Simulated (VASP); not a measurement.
Data:

```xyz
3
Lattice="3.8693 0.0000 0.0000 -1.9346 3.3509 0.0000 0.0000 0.0000 21.3883" Properties=species:S:1:pos:R:3 pbc="T T T"
Se     1.9346     1.1170     9.0978
Se     0.0000     2.2339    12.2905
Sn     0.0000     0.0000    10.6942
```

These are PBE GGA, VASP's PBE PAW potentials (set 64) (plane waves; VASP) values and carry that method's errors. Settings: PREC = Normal, 400 eV cut-off, 12×12×1 Γ-centred mesh, Gaussian smearing of 0.050 eV, potentials Se Sn_d.

Question: Predict the energy per atom (σ→0).

Answer: 
energy per atom (σ→0): -381.6 kJ/mol of atoms

Only differences to runs with the same potentials and settings are physical.

The cell is a sheet with vacuum, built from SnSe2 (1T layered).
